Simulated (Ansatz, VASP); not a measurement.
# Cross-check of Ta5Ni (Ni monolayer on Ta(100)) between VASP and Ansatz, part 2 of 2

Wanted: the spread between two codes on one cell, functional and k mesh. The structure shown is the end of the VASP relaxation below.

VASP 6.6.1 and Ansatz 0.2.0.

So far: Set-up; VASP: relaxation, PBE.

**3. Ansatz: single point, PBE**

Level of this step: Ansatz beside VASP: Kohn-Sham DFT, plane waves, PBE (Ansatz).

Ansatz runs on its default PAW (the set named soft_2) files.

The same cell, functional, mesh and smearing now go to Ansatz, which takes its cutoff from its data sets.

input.yaml reads:

```yaml
crystal:
  lattice:
    - [4.68104689, 0.0, 0.0]
    - [0.0, 4.68104689, 0.0]
    - [0.0, 0.0, 25.00630588]
  atoms:
    - { symbol: Ta, position: [0.0, 0.5, 0.34878238] }
    - { symbol: Ta, position: [0.5, 0.0, 0.34878238] }
    - { symbol: Ta, position: [0.0, 0.0, 0.40576452] }
    - { symbol: Ta, position: [0.5, 0.5, 0.40576452] }
    - { symbol: Ta, position: [0.0, 0.5, 0.47249376] }
    - { symbol: Ta, position: [0.5, 0.0, 0.47249376] }
    - { symbol: Ta, position: [0.0, 0.0, 0.53908082] }
    - { symbol: Ta, position: [0.5, 0.5, 0.53908082] }
    - { symbol: Ta, position: [0.0, 0.5, 0.6042159] }
    - { symbol: Ta, position: [0.5, 0.0, 0.6042159] }
    - { symbol: Ni, position: [0.0, 0.0, 0.65115273], spin: 1.0 }
    - { symbol: Ni, position: [0.5, 0.5, 0.65115273], spin: 1.0 }
hamiltonian:
  xc: pbe
  pseudopotentials: { kind: paw }
magnetization:
  spin_polarized: true
kpoints:
  mp_grid: { grid: [6, 6, 1] }
scf:
  occupations: { method: fermi_dirac, width: 0.1 }
  n_extra_bands: 10
efield:
  axis: 3
  dipole_correction: true
  ramp_width: 0.04
output:
  forces: true
  eigenvalues: true
```

On the command line:

```bash
$ ansatz run input.yaml --threads 4 --pin off --max-ram 9216MiB --backend cpu --events-out ev --progress --plain --runs-dir out
```

Numbers of over 12 decimals in the logs are rounded to 6 here.

The program printed:

```text
Warning: the band count 93 (scf.n_extra_bands) hosts the net moment |M| = 2.0000 μB (N_el = 166) but caps the reachable moment at 2·n_bands − N_el = 20.0000 μB, below the 101 bands that the automatic rule leaves for it — a moment growing past the seed, or the majority channel's smearing tail, pins there with fewer empty majority states than that count leaves; raise or omit scf.n_extra_bands unless the cap is intended
scf.n_extra_bands = 10 over 83 filled bands (N_el = 166.0): the run solves 93 bands
Engine: ansatz 0.2.0, aarch64-unknown-linux-gnu
Pseudopotentials: kind: paw
Pseudopotential: Ta, paw, valence charge 13, recommended cutoff 420 eV (normal), Ta.paw.azcp
Pseudopotential: Ni, paw, valence charge 18, recommended cutoff 420 eV (normal), Ni.paw.azcp
Functional definition: PBE
  parameter kappa = 0.804
  parameter beta = 0.066725
  exchange = pbe_x(kappa = kappa, mu = beta*pi^2/3)
  correlation = pbe_c(beta = beta)
Crystal: 12 atoms, lattice volume = 547.943 Å³
Basis set: ecut = 420 eV, 10715 PW (Γ), exchange–correlation on 64×64×360 points (8 copies of the dense FFT grid, shifted against one another)
Bands: 93, of which v1, the nominal top of the filled ones, is band 83 counted from 1 (82 counted from 0)
Symmetry: 16 space group operations
k-points: 10 of 36
Non-local potential: Ta, projectors of the file, l = 0: 3, l = 1: 2, l = 2: 2, l = 3: 1
Non-local potential: Ni, projectors of the file, l = 0: 3, l = 1: 2, l = 2: 3, l = 3: 1
PAW form: soft (Blöchl's): semilocal exchange-correlation on the pseudo side does not see the compensation charge
PAW one-centre angular grid: Ta, 590 points (default); XC on 64 Gauss nodes
PAW one-centre angular grid: Ni, 590 points (default); XC on 64 Gauss nodes
Initial density: superposition of atomic densities (neutral atoms: chi_scale 0, normalization atom)
Starting moments: Σ|m| = 2 μB on 2 of 12 sites
Initial wavefunctions: pseudopotential atomic-orbital guess
Functional: x = pbe(κ = 0.804, μ = 0.219515), c = pbe(β = 0.066725)
SCF iter   1: F=—  HF=-111002.564524 eV  |F-HF|=—  |Δ(HF+E_count)|=         —  Δρ=3.07e-2 (↑3.07e-2 ↓2.88e-2)  dr2=9.70e1  dr2_m=2.33e0  M=0.303 μB ∫|m|=0.586 μB  β_m=0.35  ethr=3.10e-3  p=-0.000 e·Å  D=-1.94e-6 V/Å  ΔV_dip=0.00 eV  dr2_dipole=1.32e-1  V_vac-E_F(+/−)=7.45/7.45 eV  ⟨swp⟩=9.8  Hψ=9382  notcnv=0
Mixer restart at iter 1: flushing history
efield: sawtooth ramp at fractional position 0.9800 (placed from the atoms, in the widest stretch of the axis that holds none; the zero of the levels goes with the place), width 0.0400; the density the first Hamiltonian is built on has a dipole p = -0.000 e·Å; the dipole correction subtracts the counter field D = -1.94e-6 V/Å, which shifts the + side's vacuum level by +0.00 eV against the − side's; the planar-averaged density in the ramp window peaks in size at 5.2e-6 e/Å³
preconditioner: auto → LDOS  [metal: Δε(μ)=0.035 eV  Ē_g=3.563 eV  σ=0.100 eV  W_gap=0.09  n_scr=112 (ndim 8)  ℏωp=13.3 eV  f_vac=0.550  D(μ)=7.05/eV (n_scr^D=32)]
spin=Collinear: LDOS preconditioning applied to the charge; magnetization (m = ρ↑ − ρ↓) channel mixes plain (no charge-response kernel on spin).
SCF iter   2: F=—  HF=-110996.777573 eV  |F-HF|=—  |Δ(HF+E_count)|=    5.79e0  Δρ=2.17e-2 (↑2.17e-2 ↓1.39e-2)  dr2=1.85e1  dr2_m=9.40e-1  M=0.383 μB ∫|m|=0.598 μB  β_m=0.42  ethr=3.10e-3  p=-0.187 e·Å  D=-6.16e-2 V/Å  ΔV_dip=1.54 eV  dr2_dipole=8.75e-1  V_vac-E_F(+/−)=6.16/4.62 eV  ⟨swp⟩=4.8  Hψ=3951  notcnv=1
density mixer auto → msr1: a metal under ldos (density of states about μ 1.86 of a free-electron gas's, 112 screened modes)
SCF iter   3: F=—  HF=-110996.436875 eV  |F-HF|=—  |Δ(HF+E_count)|=   3.41e-1  Δρ=1.01e-2 (↑1.01e-2 ↓8.93e-3)  dr2=7.67e0  dr2_m=3.28e-1  M=0.195 μB ∫|m|=0.371 μB  β_m=0.71  ethr=3.10e-3  p=-0.283 e·Å  D=-9.35e-2 V/Å  ΔV_dip=2.34 eV  dr2_dipole=4.16e0  V_vac-E_F(+/−)=5.01/2.67 eV  ⟨swp⟩=5.0  Hψ=3834  notcnv=0
SCF iter   4: F=—  HF=-110996.724710 eV  |F-HF|=—  |Δ(HF+E_count)|=   2.88e-1  Δρ=9.41e-3 (↑9.41e-3 ↓3.13e-3)  dr2=1.47e0  dr2_m=7.28e-2  M=0.077 μB ∫|m|=0.206 μB  β_m=0.72  ethr=3.10e-3  p=-0.121 e·Å  D=-4.01e-2 V/Å  ΔV_dip=1.00 eV  dr2_dipole=1.07e-1  V_vac-E_F(+/−)=4.88/3.88 eV  ⟨swp⟩=4.3  Hψ=2829  notcnv=0
SCF iter   5: F=—  HF=-110996.634789 eV  |F-HF|=—  |Δ(HF+E_count)|=   8.99e-2  Δρ=4.74e-3 (↑2.00e-3 ↓4.74e-3)  dr2=5.05e-1  dr2_m=1.31e-2  M=0.009 μB ∫|m|=0.090 μB  β_m=0.64  ethr=8.83e-4  p=-0.096 e·Å  D=-3.16e-2 V/Å  ΔV_dip=0.79 eV  dr2_dipole=2.14e-2  V_vac-E_F(+/−)=4.79/4.00 eV  ⟨swp⟩=2.0  Hψ=2755  notcnv=0
SCF iter   6: F=—  HF=-110996.613352 eV  |F-HF|=—  |Δ(HF+E_count)|=   2.14e-2  Δρ=1.70e-3 (↑1.70e-3 ↓6.28e-4)  dr2=6.68e-2  dr2_m=1.77e-3  M=-0.005 μB ∫|m|=0.050 μB  β_m=0.60  ethr=3.04e-4  p=-0.099 e·Å  D=-3.27e-2 V/Å  ΔV_dip=0.82 eV  dr2_dipole=1.32e-2  V_vac-E_F(+/−)=4.61/3.80 eV  ⟨swp⟩=3.1  Hψ=2873  notcnv=0
SCF iter   7: F=—  HF=-110996.607913 eV  |F-HF|=—  |Δ(HF+E_count)|=   5.44e-3  Δρ=2.82e-4 (↑2.31e-4 ↓2.82e-4)  dr2=2.05e-2  dr2_m=3.88e-5  M=-0.012 μB ∫|m|=0.021 μB  β_m=0.62  ethr=4.03e-5  p=-0.094 e·Å  D=-3.12e-2 V/Å  ΔV_dip=0.78 eV  dr2_dipole=8.01e-3  V_vac-E_F(+/−)=4.57/3.79 eV  ⟨swp⟩=2.1  Hψ=2626  notcnv=0
SCF iter   8: F=—  HF=-110996.607440 eV  |F-HF|=—  |Δ(HF+E_count)|=   4.73e-4  Δρ=1.30e-4 (↑1.30e-4 ↓7.64e-5)  dr2=2.82e-4  dr2_m=7.16e-6  M=-0.007 μB ∫|m|=0.013 μB  β_m=0.66  ethr=1.24e-5  p=-0.098 e·Å  D=-3.23e-2 V/Å  ΔV_dip=0.81 eV  dr2_dipole=3.05e-5  V_vac-E_F(+/−)=4.56/3.75 eV  ⟨swp⟩=2.0  Hψ=2156  notcnv=0
SCF iter   9: F=—  HF=-110996.607522 eV  |F-HF|=—  |Δ(HF+E_count)|=   8.25e-5  Δρ=3.48e-5 (↑3.48e-5 ↓2.16e-5)  dr2=3.79e-5  dr2_m=1.47e-6  M=-0.005 μB ∫|m|=0.007 μB  β_m=0.78  ethr=1.70e-7  p=-0.098 e·Å  D=-3.22e-2 V/Å  ΔV_dip=0.81 eV  dr2_dipole=9.89e-6  V_vac-E_F(+/−)=4.56/3.75 eV  ⟨swp⟩=3.0  Hψ=3092  notcnv=0
SCF iter  10: F=—  HF=-110996.607535 eV  |F-HF|=—  |Δ(HF+E_count)|=   1.32e-5  Δρ=9.61e-6 (↑9.61e-6 ↓8.72e-6)  dr2=6.56e-6  dr2_m=2.13e-7  M=-0.002 μB ∫|m|=0.003 μB  β_m=0.72  ethr=2.28e-8  p=-0.097 e·Å  D=-3.22e-2 V/Å  ΔV_dip=0.80 eV  dr2_dipole=2.03e-6  V_vac-E_F(+/−)=4.56/3.75 eV  ⟨swp⟩=2.3  Hψ=2767  notcnv=0
SCF iter  11: F=—  HF=-110996.607536 eV  |F-HF|=—  |Δ(HF+E_count)|=   6.74e-7  Δρ=4.20e-6 (↑4.16e-6 ↓4.20e-6)  dr2=7.66e-8  dr2_m=7.55e-8  M=-0.002 μB ∫|m|=0.002 μB  β_m=0.86  ethr=3.95e-9  p=-0.098 e·Å  D=-3.22e-2 V/Å  ΔV_dip=0.81 eV  dr2_dipole=4.21e-8  V_vac-E_F(+/−)=4.56/3.75 eV  ⟨swp⟩=2.3  Hψ=2931  notcnv=0
SCF iter  12: F=—  HF=-110996.607536 eV  |F-HF|=—  |Δ(HF+E_count)|=   4.81e-7  Δρ=1.80e-6 (↑1.80e-6 ↓1.66e-6)  dr2=1.14e-7  dr2_m=9.72e-9  M=-0.001 μB ∫|m|=0.001 μB  β_m=0.93  ethr=4.61e-11  p=-0.098 e·Å  D=-3.22e-2 V/Å  ΔV_dip=0.81 eV  dr2_dipole=1.76e-8  V_vac-E_F(+/−)=4.56/3.75 eV  ⟨swp⟩=3.8  Hψ=4367  notcnv=0
SCF iter  13: F=—  HF=-110996.607536 eV  |F-HF|=—  |Δ(HF+E_count)|=   3.71e-8  Δρ=6.85e-7 (↑6.08e-7 ↓6.85e-7)  dr2=9.51e-9  dr2_m=1.53e-9  M=-0.000 μB ∫|m|=0.000 μB  β_m=0.92  ethr=4.61e-11  p=-0.098 e·Å  D=-3.22e-2 V/Å  ΔV_dip=0.81 eV  dr2_dipole=1.80e-9  V_vac-E_F(+/−)=4.56/3.75 eV  ⟨swp⟩=2.2  Hψ=2814  notcnv=0
iter 14 met the thresholds in force, and the SCF goes on: an eigenvalue changes by 0.63 meV, over its tolerance of 0.50 meV (output.eigenvalues, Limitations)
SCF iter  14: F=-110996.607536 eV  HF=-110996.607536 eV  |F-HF|=6.13e-9  |Δ(HF+E_count)|=   9.09e-9  Δρ=7.03e-7 (↑7.03e-7 ↓6.26e-7)  dr2=8.39e-9  dr2_m=8.52e-11  M=-0.000 μB ∫|m|=0.000 μB  β_m=0.88  ethr=5.73e-12  p=-0.098 e·Å  D=-3.22e-2 V/Å  ΔV_dip=0.81 eV  dr2_dipole=8.91e-10  V_vac-E_F(+/−)=4.56/3.75 eV  ⟨swp⟩=11.4  Hψ=8148  notcnv=0
SCF iter  15: F=-110996.607536 eV  HF=-110996.607536 eV  |F-HF|=2.59e-9  |Δ(HF+E_count)|=   2.28e-9  Δρ=3.75e-7 (↑3.75e-7 ↓3.65e-7)  dr2=2.64e-9  dr2_m=7.74e-12  M=-0.000 μB ∫|m|=0.000 μB  ethr=5.06e-12  p=-0.098 e·Å  D=-3.22e-2 V/Å  ΔV_dip=0.81 eV  dr2_dipole=3.54e-10  V_vac-E_F(+/−)=4.56/3.75 eV  ⟨swp⟩=1.8  Hψ=4716  notcnv=0
SCF 1 converged in 15 iterations: F = -110996.607536 eV  dr2 = 2.64e-9
  greatest PAW one-centre occupation: 1.001 electrons in one spin orbital (limit 2), on the Ni atom at site 11 (counted from 0), in its partial waves of l = 1
WARN: the starting moments were not kept: the SCF closed with an absolute magnetisation of 2.7e-5 μB, where they sum to 2 μB in size (2 sites). That is at most 0.1 of that sum. Measured as dr2_m measures the in/out step, that magnetisation stands 1.3e-11 eV from none, at or under the dr2_threshold of 1.0e-7 eV: it is no larger than a step whose dr2_m would equal this threshold. The system may hold no moment; this SCF [...]
SCF converged after 15 iterations
an eigenvalue changed by more than its tolerance at an iteration that met the thresholds in force, so the SCF went on 1 time: the last check found none over its tolerance
Magnetization: -0.0000 μB (83.0000 up, 83.0000 down)
Absolute magnetization: 0.0000 μB (∫|ρ↑−ρ↓|, with the PAW one-centre terms)
Spin contamination: 0.0000 ħ² per cell (⟨S²⟩ above its minimum at these occupations)
Per-site moments (μB) at R_I (Å): [(1.4999415132299467e-6, 1.130312), (1.4999415132299467e-6, 1.130312), (-5.56042098121183e-7, 1.130312), (-5.56042098121183e-7, 1.130312), (-1.0115910392863837e-6, 1.184859), (-1.0115910392863837e-6, 1.184859), (-1.3235369351922123e-6, 1.156033), (-1.3235369351922123e-6, 1.156033), (-1.4058444884655494e-6, 1.080062), (-1.4058444884655496e-6, 1.080062), (-1.0355511445666942e-6, 1.080062), (-1.0355511445666942e-6, 1.080062)]
Free energy (F): -110996.607536 eV
Harris-Foulkes:  -110996.607536 eV  (|F-HF|=2.59e-9)
Internal energy: -110996.196293 eV  (E = F + TS)
E sigma→0 (E₀):  -110996.401915 eV
Entropy (-TS):   -0.411243 eV (-34.270 meV/atom)
Fermi energy:    4.435287 eV
Dipole field:    D = -0.032223 V/Å  (p = -0.097577 e·Å, saw-weighted, corrected)
Work function:   Φ+ = 4.5558 eV   Φ− = 3.7500 eV
Levels:          The Fermi level and band energies are counted from a zero that moves with the ramp; work functions are not
--- Per-component energies (eV) ---
  E_band       = -3980.190291
  E_kinetic    = 4216.679223
  E_local      = -196874.011079  (includes V_loc(G=0)·N_el)
  E_nonlocal   = 1429.354373
  E_hartree    = 95844.249438
  E_xc         = -2345.252382
  E_vxc        = -2246.941553  (∫ρ·V_xc dr)
  E_paw        = -87233.849727  (= ΣΔE_a)
  E_vpaw       = -2195.456044  (= ΣTr[D̂ρ^β])
  E_aug_tail   = 0.002480  (compensation charges beyond the density's cutoff)
  E_efield     = 0.001572  (sawtooth field / dipole correction)
  E_vefield    = 1.675686  (∫n·V_field dr)
  E_ewald      = 73966.629809
  E_smearing   = -0.411243  (= −TS)
  E_closure    = -0.000000  (closes the sum)
  Σ components = -110996.607536   (vs F -110996.607536, Δ=0.00e0)
--- Forces (eV/Å), atoms counted from 1 ---
  atom   1  Ta     0.00000000     0.00000000    -0.24936189
  atom   2  Ta     0.00000000     0.00000000    -0.24936189
  atom   3  Ta     0.00000000    -0.00000000     0.16168515
  atom   4  Ta     0.00000000    -0.00000000     0.16168515
  atom   5  Ta    -0.00000000     0.00000000    -0.02470811
  atom   6  Ta    -0.00000000     0.00000000    -0.02470811
  atom   7  Ta     0.00000000    -0.00000000    -0.05912511
  atom   8  Ta    -0.00000000     0.00000000    -0.05912511
  atom   9  Ta     0.00000000     0.00000000     0.16079222
  atom  10  Ta     0.00000000     0.00000000     0.16079222
  atom  11  Ni    -0.00000000     0.00000000     0.01069514
  atom  12  Ni     0.00000000     0.00000000     0.01069514
  max |Σ_I F_I| component: 4.52e-5 eV/Å
--- Band table (eV; the first three rows and the last of 20) ---
  k-point 0 ↑: bands = [... 79 lower, 4.1756, 4.4138, 4.9082, 4.9082, 4.9335, 5.1217, 5.1217, 5.4197, ... 6 higher]
  k-point 1 ↑: bands = [... 79 lower, 4.0616, 4.0823, 4.5706, 4.5991, 4.7120, 4.8731, 5.1771, 5.1944, ... 6 higher]
  k-point 2 ↑: bands = [... 79 lower, 3.6371, 3.9840, 4.0472, 4.1177, 4.4440, 4.4463, 4.6877, 5.0512, ... 6 higher]
  k-point 9 ↓: bands = [... 79 lower, 4.1524, 4.2854, 4.2854, 4.4587, 4.4587, 4.7873, 4.7873, 5.5798, ... 6 higher]
```

It took 55 s on 4 threads of Arm Neoverse V1, shared host; peak memory 1.7 GiB.

**4. Side by side**

Known differences besides the potentials themselves: the data sets hold 166 valence electrons in Ansatz (default PAW (the set named soft_2) files) and 70 in VASP; the cutoff is 420 eV in Ansatz and 300 eV in VASP (PREC = Normal); VASP leaves aspherical gradient terms in its spheres out (LASPH is not set), Ansatz keeps them. Total energies have different zeros and are not compared.

At this near-relaxed geometry the largest component of a force difference is 260 meV/Å.

**5. Summary of results**

```json
{
  "r.m.s. force difference (single point, PBE)": "77 meV/Å"
}
```

What this shows: The r.m.s. force difference is 77 meV/Å (single point, PBE), beyond the 12 meV/Å picked in this series as the mark of a large difference. What causes the difference of the single point, PBE pair stays open here. 2 further runs of this series are not shown here. How closely two codes agree says nothing of how well the functional describes the real material.

[Lines on the potential files, build, host, timing and source positions are cut from VASP's logs without a mark.]

[Logs are printed without paths, hosts, clocks, repeated set-up lines and the standing remarks that a program may print on its own settings, such as how far it seeks lower states.]

[Hosts, paths, dates, database ids (printed as entryN), source tags and the programs' standing remarks are cut or masked in the printed files.]
